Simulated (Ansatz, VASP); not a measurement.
**GaN in two plane-wave programs**

Wanted: the spread between two codes on one cell, functional and k mesh. The cell is taken from a series of runs on this material, whose earlier steps may have relaxed, scaled, displaced or heated it; both programs get it as it stands.

Main program and level: Ansatz 0.2.0; plane waves, with VASP 6.6.1 beside it; zone-centre phonons at LDA.

## (1) Starting point

The structure is tetragonal, space group I-4m2 (No. 119). Conventional cell: a = 3.119 Å, b = 3.119 Å, c = 4.504 Å, α = 90.00°, β = 90.00°, γ = 90.00°. Nearest to N lie 4 Ga at 1.92 Å. Nearest to Ga lie 4 N at 1.92 Å. Farther neighbours and most contacts between anions are not listed.

Coordinates:

```xyz
2
Lattice="0.0000 2.2053 2.2518 2.2053 0.0000 2.2518 2.2053 2.2053 0.0000" Properties=species:S:1:pos:R:3 pbc="T T T"
N     1.1027    1.1027    1.1259
Ga    2.2053    2.2053    0.0000
```

## (2) VASP: zone-centre phonons, LDA

Second derivatives magnify differences that forces hide, and they need a tight electronic threshold.

Lines of VASP's logs that name or quote its potential files are left out, and so is its time.

The input, INCAR:

```
SYSTEM = GaN
PREC = Accurate
ENCUT = 600
EDIFF = 1E-08
NELM = 120
ISMEAR = 0
SIGMA = 0.01
LREAL = .FALSE.
ALGO = Normal
GGA = PW92
NBANDS = 15
LORBIT = 11
LWAVE = .FALSE.
LCHARG = .FALSE.
ISIF = 2
IBRION = 8
LEPSILON = .TRUE.
LASPH = .TRUE.
GGA_COMPAT = .FALSE.
EFERMI = MIDGAP
KPAR = 2
```

The input, POSCAR:

```
GaN
1.0
    0.0000000000      2.2053264859      2.2517523832
    2.2053264859      0.0000000000      2.2517523832
    2.2053264859      2.2053264859      0.0000000000
N Ga
1 1
Direct
    0.2500000000      0.2500000000      0.2500000000
    0.0000000000      0.0000000000      1.0000000000
```

The input, KPOINTS:

```
Automatic mesh
0
Gamma
12 12 12
0 0 0
```

Potentials, in the order of the species: N and Ga_d (LDA family, release 64).

The run is started by

```
$ mpirun -np 2 vasp_std
```

Numbers of over 12 decimals in the logs are rounded to 6 here.

What it wrote:

```text
[banner, memory and clock lines left out]
running    2 mpi-ranks, on    1 nodes
 distrk:  each k-point on    1 cores,    2 groups
 distr:  one band on    1 cores,    1 groups

 POSCAR found type information on POSCAR N Ga
 POSCAR found :  2 types and       2 ions
|                                                                             |
|               ----> ADVICE to this user running VASP <----                  |
|                                                                             |
|     You enforced a specific xc type in the INCAR file but a different       |
|     [... a line on the potential file left out ...]
|     I HOPE YOU KNOW WHAT YOU ARE DOING!                                     |
|                                                                             |

 LDA part: xc-table for (Slater(with rela. corr.)+PW92), standard interpolation
 POSCAR, INCAR and KPOINTS ok, starting setup
 FFT: planning ... GRIDC
 FFT: planning ... GRID_SOFT
 FFT: planning ... GRID
 WAVECAR not read
 entering main loop
       N       E                     dE             d eps       ncg     rms          rms(c)
DAV:   1     0.886741301500E+02    0.88674E+02   -0.10252E+04  5416   0.236E+03
DAV:   2    -0.973231371633E+01   -0.98406E+02   -0.91720E+02  5703   0.362E+02
DAV:   3    -0.159846994628E+02   -0.62524E+01   -0.62249E+01  5457   0.769E+01
DAV:   4    -0.160551519688E+02   -0.70453E-01   -0.70437E-01  6173   0.869E+00
DAV:   5    -0.160560711783E+02   -0.91921E-03   -0.91920E-03  5728   0.935E-01    0.767E+00
DAV:   6    -0.140019579803E+02    0.20541E+01   -0.52449E+00  7328   0.446E+01    0.266E+00
DAV:   7    -0.139752403402E+02    0.26718E-01   -0.27261E-01  5702   0.644E+00    0.169E+00
DAV:   8    -0.139503154392E+02    0.24925E-01   -0.68456E-02  5870   0.304E+00    0.686E-01
DAV:   9    -0.139470518240E+02    0.32636E-02   -0.12864E-02  6609   0.258E+00    0.191E-01
DAV:  10    -0.139470896329E+02   -0.37809E-04   -0.16185E-03  6143   0.598E-01    0.718E-02
DAV:  11    -0.139470273666E+02    0.62266E-04   -0.21322E-04  7320   0.270E-01    0.862E-03
DAV:  12    -0.139470293073E+02   -0.19406E-05   -0.17384E-05  5618   0.485E-02    0.183E-03
DAV:  13    -0.139470292975E+02    0.97075E-08   -0.56552E-07  7613   0.151E-02    0.546E-04
DAV:  14    -0.139470292993E+02   -0.17999E-08   -0.29474E-08  5469   0.169E-03
   1 F= -.13947029E+02 E0= -.13947029E+02  d E =0.000000E+00
 Linear response reoptimize wavefunctions to high precision
DAV:   1    -0.139470292992E+02    0.16462E-09   -0.23221E-09  4565   0.590E-04
DAV:   2    -0.139470292992E+02   -0.52296E-10   -0.50129E-10  3222   0.209E-04
 Linear response G [H, r] |phi>, progress :
  Direction:   1
       N       E                     dE             d eps       ncg     rms
 LRF_COMMUTATOR internal error: the vector H(1)-e(1) S(1) |phi(0)> is not orthog
 onal to |phi(0)> (1.007949515701313E-004,2.962907696968387E-015)
 LRF_COMMUTATOR internal error: the vector H(1)-e(1) S(1) |phi(0)> is not orthog
 onal to |phi(0)> (1.155380292787722E-004,2.342570581959080E-014)
 LRF_COMMUTATOR internal error: the vector H(1)-e(1) S(1) |phi(0)> is not orthog
 LRF_COMMUTATOR internal error: the vector H(1)-e(1) S(1) |phi(0)> is not orthog
 onal to |phi(0)> (1.519894150225276E-004,-3.146788385421928E-014)
 LRF_COMMUTATOR internal error: the vector H(1)-e(1) S(1) |phi(0)> is not orthog
 onal to |phi(0)> (1.187483174110993E-004,-9.242606680004428E-015)
 LRF_COMMUTATOR internal error: the vector H(1)-e(1) S(1) |phi(0)> is not orthog
 onal to |phi(0)> (1.224207269240607E-004,3.799738301779598E-014)
 LRF_COMMUTATOR internal error: the vector H(1)-e(1) S(1) |phi(0)> is not orthog
 onal to |phi(0)> (-1.095144934728648E-004,2.094158180199202E-014)
 LRF_COMMUTATOR internal error: the vector H(1)-e(1) S(1) |phi(0)> is not orthog
 onal to |phi(0)> (-1.073713538723986E-004,3.302913498259841E-015)
 LRF_COMMUTATOR internal error: the vector H(1)-e(1) S(1) |phi(0)> is not orthog
 onal to |phi(0)> (1.292369117228756E-004,-1.476509886577659E-014)
 LRF_COMMUTATOR internal error: the vector H(1)-e(1) S(1) |phi(0)> is not orthog
 onal to |phi(0)> (1.113123370823921E-004,-2.291916656460558E-014)
 LRF_COMMUTATOR internal error: the vector H(1)-e(1) S(1) |phi(0)> is not orthog
 onal to |phi(0)> (-1.281955062170520E-004,-1.665334536937735E-015)
 LRF_COMMUTATOR internal error: the vector H(1)-e(1) S(1) |phi(0)> is not orthog
 onal to |phi(0)> (1.114437578832624E-004,4.163336342344337E-015)
 LRF_COMMUTATOR internal error: the vector H(1)-e(1) S(1) |phi(0)> is not orthog
 onal to |phi(0)> (-1.043975811723108E-004,-1.076916333886402E-014)
 LRF_COMMUTATOR internal error: the vector H(1)-e(1) S(1) |phi(0)> is not orthog
 onal to |phi(0)> (1.001384098867387E-004,-1.242062008799394E-014)
 LRF_COMMUTATOR internal error: the vector H(1)-e(1) S(1) |phi(0)> is not orthog
[...]
RMM:   8    -0.297292955992E+00    0.58660E-08    0.64190E-09  8325   0.638E-04
 change of polarisation eV/A/(eV/A) component  3 :     0.194    -0.122     0.595
 dielectric tensor                  component  3 :     1.601    -1.011     5.912
 Linear response to external field, progress :
  Direction:   1
       N       E                     dE             d eps       ncg     rms          rms(c)
RMM:   1    -0.459177393037E-01   -0.45918E-01    0.17139E+00 15463   0.750E+00
[...]
RMM:   4    -0.298540227852E+00   -0.78806E-02   -0.43735E-03 17017   0.572E-01    0.339E-02
RMM:   5    -0.298641042900E+00   -0.10082E-03   -0.27900E-04 17728   0.137E-01    0.292E-02
RMM:   6    -0.298672203758E+00   -0.31161E-04   -0.30536E-05 17314   0.395E-02    0.137E-02
RMM:   7    -0.298903142888E+00   -0.23094E-03   -0.49236E-06 16923   0.168E-02    0.215E-03
RMM:   8    -0.298903820886E+00   -0.67800E-06   -0.55459E-07 17688   0.539E-03    0.339E-04
RMM:   9    -0.298906257777E+00   -0.24369E-05   -0.39556E-08 17549   0.131E-03    0.945E-05
RMM:  10    -0.298905006584E+00    0.12512E-05   -0.21360E-08 17559   0.334E-04    0.264E-05
RMM:  11    -0.298904624324E+00    0.38226E-06   -0.13420E-08 11564   0.987E-05    0.150E-05
RMM:  12    -0.298904788075E+00   -0.16375E-06   -0.81464E-09  6700   0.583E-05    0.234E-06
 change of polarisation eV/A/(eV/A) component  3 :     0.161     0.022     0.568
 dielectric tensor                  component  3 :     1.328     0.178     5.691
 Linear response DOF=           4
 Linear response progress:
  Degree of freedom:   1/  4
       N       E                     dE             d eps       ncg     rms          rms(c)
RMM:   1    -0.236624416774E+00   -0.23662E+00    0.90308E-02 33735   0.406E+00
RMM:   2    -0.227568082504E+00    0.90563E-02   -0.89480E-03 24760   0.105E+00    0.145E-01
RMM:   3    -0.228648684543E+00   -0.10806E-02   -0.15636E-03 27384   0.340E-01    0.712E-02
RMM:   4    -0.229887223041E+00   -0.12385E-02   -0.36186E-04 27233   0.134E-01    0.179E-02
RMM:   5    -0.229976192516E+00   -0.88969E-04   -0.12549E-05 28035   0.314E-02    0.272E-03
RMM:   6    -0.229922502378E+00    0.53690E-04   -0.85484E-07 27364   0.806E-03    0.122E-03
RMM:   7    -0.229915445589E+00    0.70568E-05   -0.54080E-08 28911   0.202E-03    0.166E-04
RMM:   8    -0.229914168385E+00    0.12772E-05   -0.21590E-08 28405   0.511E-04    0.242E-05
RMM:   9    -0.229913805697E+00    0.36269E-06   -0.10160E-08 28903   0.165E-04    0.111E-05
RMM:  10    -0.229913982041E+00   -0.17634E-06   -0.17615E-08 28328   0.761E-05    0.113E-06
RMM:  11    -0.229913982552E+00   -0.51030E-09   -0.15574E-08 28797   0.438E-05    0.551E-07
 first order change of Fermi-energy   0.93355E-04
 force on displaced ion       1 direction 1 : -13.544   0.000   0.000
 Born effective charge ion    1 direction 1 :  -2.610   0.000   0.000
 Linear response progress:
  Degree of freedom:   2/  4
       N       E                     dE             d eps       ncg     rms          rms(c)
RMM:   1    -0.236930646815E+00   -0.23693E+00    0.90121E-02 19403   0.411E+00
RMM:   2    -0.227434009683E+00    0.94966E-02   -0.90278E-03 14513   0.104E+00    0.146E-01
RMM:   3    -0.228505994728E+00   -0.10720E-02   -0.15662E-03 16051   0.338E-01    0.714E-02
RMM:   4    -0.229745676858E+00   -0.12397E-02   -0.37436E-04 15947   0.136E-01    0.177E-02
RMM:   5    -0.229823047628E+00   -0.77371E-04   -0.12464E-05 16498   0.314E-02    0.259E-03
RMM:   6    -0.229773696244E+00    0.49351E-04   -0.86166E-07 16164   0.799E-03    0.122E-03
RMM:   7    -0.229767224408E+00    0.64718E-05   -0.43952E-08 16949   0.199E-03    0.195E-04
RMM:   8    -0.229765719226E+00    0.15052E-05   -0.40317E-09 16715   0.514E-04    0.263E-05
RMM:   9    -0.229765404663E+00    0.31456E-06   -0.18054E-09 16929   0.163E-04    0.103E-05
RMM:  10    -0.229765530628E+00   -0.12597E-06   -0.15412E-09 16683   0.742E-05    0.185E-06
RMM:  11    -0.229765546890E+00   -0.16262E-07   -0.15381E-09 16797   0.428E-05    0.526E-07
RMM:  12    -0.229765540491E+00    0.63985E-08   -0.15549E-09 15936   0.333E-05    0.136E-07
 first order change of Fermi-energy  -0.95298E+00
 force on displaced ion       1 direction 3 :  -0.000  -0.000 -13.907
 Born effective charge ion    1 direction 3 :   0.000   0.000  -2.646
 Linear response progress:
  Degree of freedom:   3/  4
       N       E                     dE             d eps       ncg     rms          rms(c)
RMM:   1    -0.163114583586E+00   -0.16311E+00    0.28798E-01 18217   0.932E+00
RMM:   2    -0.161024529840E+00    0.20901E-02   -0.35503E-02 27885   0.170E+00    0.561E-02
RMM:   3    -0.161212030236E+00   -0.18750E-03   -0.24004E-03 28230   0.398E-01    0.339E-02
RMM:   4    -0.160841446360E+00    0.37058E-03   -0.14754E-04 29701   0.110E-01    0.354E-03
RMM:   5    -0.160852457901E+00   -0.11012E-04   -0.10908E-05 30410   0.320E-02    0.212E-03
RMM:   6    -0.160847404435E+00    0.50535E-05   -0.85851E-07 30400   0.102E-02    0.324E-04
RMM:   7    -0.160847394224E+00    0.10211E-07    0.35608E-07 30847   0.354E-03    0.183E-04
RMM:   8    -0.160847567939E+00   -0.17371E-06    0.17297E-07 30666   0.121E-03    0.359E-05
RMM:   9    -0.160847447483E+00    0.12046E-06    0.59961E-08 30873   0.458E-04    0.963E-06
RMM:  10    -0.160847352298E+00    0.95185E-07    0.11588E-07 30678   0.192E-04    0.196E-06
RMM:  11    -0.160847359355E+00   -0.70572E-08    0.95101E-09 31093   0.936E-05    0.627E-07
 first order change of Fermi-energy  -0.23912E-04
 force on displaced ion       2 direction 1 : -13.551   0.000   0.000
 Born effective charge ion    2 direction 1 :   2.609   0.000   0.000
 Linear response progress:
  Degree of freedom:   4/  4
       N       E                     dE             d eps       ncg     rms          rms(c)
RMM:   1    -0.163613481281E+00   -0.16361E+00    0.26640E-01 10707   0.921E+00
RMM:   2    -0.161222170794E+00    0.23913E-02   -0.34348E-02 16185   0.167E+00    0.568E-02
RMM:   3    -0.161423099081E+00   -0.20093E-03   -0.25844E-03 16516   0.402E-01    0.344E-02
RMM:   4    -0.161049891181E+00    0.37321E-03   -0.17218E-04 17271   0.111E-01    0.368E-03
RMM:   5    -0.161061253349E+00   -0.11362E-04   -0.12727E-05 17751   0.318E-02    0.220E-03
RMM:   6    -0.161055597944E+00    0.56554E-05   -0.13387E-06 17766   0.997E-03    0.320E-04
RMM:   7    -0.161055614352E+00   -0.16408E-07   -0.21638E-07 17998   0.340E-03    0.202E-04
RMM:   8    -0.161055694368E+00   -0.80016E-07   -0.42130E-08 17878   0.114E-03    0.343E-05
RMM:   9    -0.161055654624E+00    0.39744E-07   -0.30581E-08 18051   0.425E-04    0.112E-05
RMM:  10    -0.161055555431E+00    0.99193E-07   -0.39357E-08 17779   0.174E-04    0.205E-06
RMM:  11    -0.161055546574E+00    0.88573E-08   -0.22886E-08 18238   0.820E-05    0.867E-07
 first order change of Fermi-energy   0.95419E+00
 force on displaced ion       2 direction 3 :   0.000   0.000 -13.893
 Born effective charge ion    2 direction 3 :   0.000   0.000   2.645
 Born effective charges drift removed
 Linear response finished
```

Parts of OUTCAR (step 2):

```text
ion  position               nearest neighbor table
   1  0.250  0.250  0.250-   2 1.92   2 1.92   2 1.92   2 1.92
   2  0.000  0.000  0.000-   1 1.92   1 1.92   1 1.92   1 1.92

  LATTYP: Found a body centered tetragonal cell.
 ALAT       =     3.1188026258
 C/A-ratio  =     1.4439851785

 Subroutine GETGRP returns: Found  8 space group operations
 (whereof  8 operations were pure point group operations)

The static configuration has the point symmetry D_2d.

 Found    163 irreducible k-points:

   k-points           NKPTS =    163   k-points in BZ     NKDIM =    163   number of bands    NBANDS=     15

   dimension x,y,z NGX =    28 NGY =   28 NGZ =   28
   dimension x,y,z NGXF=    56 NGYF=   56 NGZF=   56

   ENCUT  =  600.0 eV  44.10 Ry    6.64 a.u.   6.29  6.29  6.23*2*pi/ulx,y,z

   NELECT =      18.0000    total number of electrons

 k-points in reciprocal lattice and weights: Automatic mesh
   0.00000000  0.00000000  0.00000000       0.001
   0.08333333  0.00000000  0.00000000       0.005
   0.16666667 -0.00000000  0.00000000       0.005
   0.25000000 -0.00000000  0.00000000       0.005
   0.33333333 -0.00000000  0.00000000       0.005
   0.41666667 -0.00000000  0.00000000       0.005
   0.50000000 -0.00000000  0.00000000       0.002
   0.08333333  0.08333333  0.00000000       0.001
   0.16666667  0.08333333  0.00000000       0.005
[...]
-0.33333333  0.16666667  0.50000000       0.002
  -0.25000000  0.25000000  0.50000000       0.001

 average (electrostatic) potential at core
       1 -61.5368       2 -64.2735

  Total        0.5006545      0.5006545      0.1171597      0.0000000      0.0000000      0.0000000
  in kB       36.6228645     36.6228645      8.5702265      0.0000000      0.0000000      0.0000000
  external PRESSURE =      27.2719851 kB  Pullay stress =       0.0000000 kB

  energy-cutoff  :      600.00
  volume of cell :       21.90
      direct lattice vectors                 reciprocal lattice vectors
     0.000000000  2.205326486  2.251752383    -0.226723799  0.226723799  0.222049282
     2.205326486  0.000000000  2.251752383     0.226723799 -0.226723799  0.222049282
     2.205326486  2.205326486  0.000000000     0.226723799  0.226723799 -0.222049282

 POSITION                                       TOTAL-FORCE (eV/Angst)
 -----------------------------------------------------------------------------------
      1.10266      1.10266      1.12588        -0.000000     -0.000000      0.000000
      0.00000      0.00000      0.00000         0.000000      0.000000     -0.000000
 -----------------------------------------------------------------------------------
    total drift:                               -0.000000     -0.000000     -0.000000

 MACROSCOPIC STATIC DIELECTRIC TENSOR (including local field effects in DFT)
 ------------------------------------------------------
           5.654662     0.000000     0.000000
           0.000000     5.654662     0.000000
          -0.000000    -0.000000     5.690832
 ------------------------------------------------------

 PIEZOELECTRIC TENSOR (including local field effects)  for field in x, y, z        (C/m^2)
          XX          YY          ZZ          XY          YZ          ZX
  --------------------------------------------------------------------------------
  x    -0.00000     0.00000     0.00000     0.00000    -1.01893     0.00000
  y    -0.00000     0.00000     0.00000     0.00000     0.00000    -1.01893
  z     0.00000     0.00000     0.00000    -0.99706     0.00000     0.00000

 BORN EFFECTIVE CHARGES (including local field effects) (in |e|, cummulative output)
 ---------------------------------------------------------------------------------
 ion    1
    1    -2.60940     0.00000     0.00000
    2     0.00000    -2.60940     0.00000
    3     0.00000     0.00000    -2.64577
 ion    2
    1     2.60940     0.00000     0.00000
    2    -0.00000     2.60940     0.00000
    3     0.00000     0.00000     2.64577

 Eigenvectors and eigenvalues of the dynamical matrix
 ----------------------------------------------------

   1 f  =   17.071998 THz   107.266525 2PiTHz  569.460545 cm-1    70.604077 meV
             X         Y         Z           dx          dy          dz
      1.102663  1.102663  1.125876    -0.000000   -0.000000   -0.912637
      0.000000  0.000000  0.000000    -0.000000    0.000000    0.408772

   2 f  =   16.849894 THz   105.871007 2PiTHz  562.051968 cm-1    69.685531 meV
             X         Y         Z           dx          dy          dz
      1.102663  1.102663  1.125876     0.912524    0.000000   -0.000000
      0.000000  0.000000  0.000000    -0.409024   -0.000000    0.000000

   3 f  =   16.849894 THz   105.871007 2PiTHz  562.051968 cm-1    69.685531 meV
             X         Y         Z           dx          dy          dz
      1.102663  1.102663  1.125876    -0.000000    0.912524   -0.000000
      0.000000  0.000000  0.000000     0.000000   -0.409024    0.000000

   4 f/i=    0.001633 THz     0.010260 2PiTHz    0.054470 cm-1     0.006753 meV
             X         Y         Z           dx          dy          dz
      1.102663  1.102663  1.125876    -0.072670   -0.402516    0.000000
      0.000000  0.000000  0.000000    -0.162125   -0.898006    0.000000

   5 f/i=    0.001633 THz     0.010260 2PiTHz    0.054470 cm-1     0.006753 meV
             X         Y         Z           dx          dy          dz
      1.102663  1.102663  1.125876    -0.402516    0.072670   -0.000000
      0.000000  0.000000  0.000000    -0.898006    0.162125   -0.000000

   6 f/i=    0.003058 THz     0.019214 2PiTHz    0.102006 cm-1     0.012647 meV
             X         Y         Z           dx          dy          dz
      1.102663  1.102663  1.125876    -0.000000    0.000000    0.408772
      0.000000  0.000000  0.000000    -0.000000    0.000000    0.912637

 MACROSCOPIC STATIC DIELECTRIC TENSOR IONIC CONTRIBUTION
 ------------------------------------------------------
           4.152387     0.000000     0.000000
           0.000000     4.152387    -0.000000
           0.000000    -0.000000     4.160640
 ------------------------------------------------------

 ELASTIC MODULI CONTR FROM IONIC RELAXATION (kBar)
 Direction    XX          YY          ZZ          XY          YZ          ZX
 --------------------------------------------------------------------------------
 XX           0.0000      0.0000      0.0000      0.0000      0.0000      0.0000
 YY           0.0000      0.0000      0.0000      0.0000      0.0000      0.0000
 ZZ           0.0000      0.0000      0.0000      0.0000      0.0000      0.0000
 XY           0.0000      0.0000      0.0000   -503.0407     -0.0000      0.0000
 YZ           0.0000      0.0000      0.0000     -0.0000   -493.6608     -0.0000
 ZX           0.0000      0.0000      0.0000      0.0000     -0.0000   -474.2143
 --------------------------------------------------------------------------------

 PIEZOELECTRIC TENSOR IONIC CONTR  for field in x, y, z        (C/m^2)
          XX          YY          ZZ          XY          YZ          ZX
  --------------------------------------------------------------------------------
  x     0.00000     0.00000     0.00000     0.00000     1.34721     0.00000
  y     0.00000     0.00000     0.00000    -0.00000     0.00000     1.32041
  z     0.00000     0.00000     0.00000     1.36130     0.00000    -0.00000
```

The dielectric response converges more slowly with the mesh than energies do, so tensor and charges may still move on a finer one.

(Part 1 of 2 ends here.)

[Lines on the potential files, build, host, timing and source positions are cut from VASP's logs without a mark.]

[Logs are printed without paths, hosts, clocks, repeated set-up lines and the standing remarks that a program may print on its own settings, such as how far it seeks lower states.]

[Hosts, paths, dates, database ids (printed as entryN), source tags and the programs' standing remarks are cut or masked in the printed files.]
